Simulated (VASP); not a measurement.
Output of a VASP run:

OSZICAR:
```
       N       E                     dE             d eps       ncg     rms          rms(c)
DAV:   1     0.705940861016E+02    0.70594E+02   -0.85158E+03  2000   0.130E+03
DAV:   2     0.310375990086E+00   -0.70284E+02   -0.69265E+02  2040   0.400E+02
DAV:   3    -0.428942406655E+01   -0.45998E+01   -0.42797E+01  3245   0.626E+01
DAV:   4    -0.442125131216E+01   -0.13183E+00   -0.13063E+00  3172   0.877E+00
DAV:   5    -0.442296801101E+01   -0.17167E-02   -0.17154E-02  2811   0.906E-01    0.237E+01
DAV:   6    -0.442974314159E+01   -0.67751E-02   -0.28296E-02  3177   0.196E+00    0.141E+01
DAV:   7    -0.444479150311E+01   -0.15048E-01   -0.54209E-02  3079   0.270E+00    0.361E-01
DAV:   8    -0.444472081893E+01    0.70684E-04   -0.31888E-03  2591   0.507E-01    0.676E-02
DAV:   9    -0.444476082533E+01   -0.40006E-04   -0.21773E-04  3202   0.153E-01    0.295E-02
DAV:  10    -0.444475938727E+01    0.14381E-05   -0.32087E-05  2886   0.525E-02    0.448E-02
DAV:  11    -0.444475973787E+01   -0.35060E-06   -0.43551E-06  2550   0.195E-02    0.205E-03
DAV:  12    -0.444475995456E+01   -0.21669E-06   -0.37895E-07  2173   0.628E-03    0.111E-03
DAV:  13    -0.444475994279E+01    0.11770E-07   -0.30018E-08  1488   0.219E-03
   1 F= -.44447599E+01 E0= -.44438819E+01  d E =-.444476E+01
       N       E                     dE             d eps       ncg     rms          rms(c)
DAV:   1    -0.444561093935E+01   -0.85098E-03   -0.26445E-02  2126   0.128E+00    0.125E-01
DAV:   2    -0.444524022964E+01    0.37071E-03   -0.96888E-04  2968   0.411E-01    0.720E-02
DAV:   3    -0.444504155996E+01    0.19867E-03   -0.21423E-04  3014   0.139E-01    0.382E-02
DAV:   4    -0.444504230436E+01   -0.74440E-06   -0.35100E-05  2863   0.481E-02    0.154E-02
DAV:   5    -0.444504197072E+01    0.33364E-06   -0.11839E-06  3095   0.116E-02    0.105E-03
DAV:   6    -0.444504193638E+01    0.34343E-07   -0.12377E-07  1420   0.315E-03
   2 F= -.44450419E+01 E0= -.44442287E+01  d E =-.281994E-03
       N       E                     dE             d eps       ncg     rms          rms(c)
DAV:   1    -0.444535785010E+01   -0.31588E-03   -0.12056E-02  2081   0.867E-01    0.841E-02
DAV:   2    -0.444518856690E+01    0.16928E-03   -0.44384E-04  2948   0.278E-01    0.487E-02
DAV:   3    -0.444509722528E+01    0.91342E-04   -0.98900E-05  2973   0.946E-02    0.256E-02
DAV:   4    -0.444509766803E+01   -0.44275E-06   -0.16332E-05  2856   0.328E-02    0.105E-02
DAV:   5    -0.444509749452E+01    0.17351E-06   -0.52623E-07  2441   0.785E-03    0.757E-04
DAV:   6    -0.444509747536E+01    0.19162E-07   -0.85736E-08  1353   0.283E-03
   3 F= -.44450975E+01 E0= -.44443324E+01  d E =-.337533E-03
```

File OUTCAR:
```
------------------------ aborting loop because EDIFF is reached ----------------------------------------
  FORCE on cell =-STRESS in cart. coord.  units (eV):
  Direction    XX          YY          ZZ          XY          YZ          ZX
  --------------------------------------------------------------------------------------
  Total       -0.4240067     -0.4240067     -0.4237902      0.0000000      0.0000000      0.0000000
  in kB      -11.3136092    -11.3136097    -11.3078328      0.0000000      0.0000000      0.0000000
  external PRESSURE =     -11.3116839 kB  Pullay stress =       0.0000000 kB
  volume of cell :       60.05
      direct lattice vectors                 reciprocal lattice vectors
     1.773792088 -3.072298086  0.000000000     0.281881965 -0.162744625  0.000000000
     1.773792088  3.072298086 -0.000000000     0.281881965  0.162744625  0.000000000
     0.000000000  0.000000000  5.509168132     0.000000000  0.000000000  0.181515607
 POSITION                                       TOTAL-FORCE (eV/Angst)
 -----------------------------------------------------------------------------------
      1.77379      1.02410      1.37729         0.000000     -0.000000      0.000000
      1.77379     -1.02410      4.13188        -0.000000      0.000000      0.000000
 -----------------------------------------------------------------------------------
    total drift:                                0.000000      0.000071     -0.000012
  FREE ENERGIE OF THE ION-ELECTRON SYSTEM (eV)
  ---------------------------------------------------
  free  energy   TOTEN  =        -4.4450974754 eV

  energy  without entropy=       -4.4428023914  energy(sigma->0) =       -4.44433245

 reached required accuracy - stopping structural energy minimisation
```
(Selected blocks of OUTCAR.)

**POSCAR**
```
Tm
1
    1.7775659614    -3.0788346291     0.0000000000
    1.7775659614     3.0788346291     0.0000000000
    0.0000000000     0.0000000000     5.4858004076
Tm
2
Direct
  0.3333330000   0.6666670000   0.2500000000
  0.6666670000   0.3333330000   0.7500000000
```

Reconstruct the remaining input files.

One answer among several that fit: the input of the run itself, rev-vdW-DF2, plane waves, VASP's PBE PAW potentials (set 64).

### INCAR
```
AGGAC  =  0.0
ALGO  =  Normal
EDIFF  =  1E-7
EDIFFG  =  -0.01
ENCUT  =  520
GGA  =  MK
IBRION  =  2
ISIF  =  4
ISMEAR  =  1
LASPH  =  .TRUE.
LCHARG  =  .FALSE.
LMAXMIX  =  6
LREAL  =  .FALSE.
LUSE_VDW  =  .TRUE.
LWAVE  =  .FALSE.
NELM  =  100
NSW  =  30
PARAM1  =  0.1234568
PARAM2  =  0.7114
PREC  =  Accurate
SIGMA  =  0.1
SYSTEM  =  Tm
ZAB_VDW  =  -1.8867
```

KPOINTS:
```
Automatic mesh
0
Gamma
12 12 7
0 0 0
```

POTCAR, in this order: Tm_3 (PBE.64 set). Program: vasp_std.

The 4f electrons are frozen in the core of the lanthanide potential, so 4f levels, which can set the real gap, and their magnetism are missing.

The compound is Tm in the hcp structure. This cell is one point of a volume scan, at 1.03 of the reference volume. Symmetry was kept, so distortions that lower it aren't found.
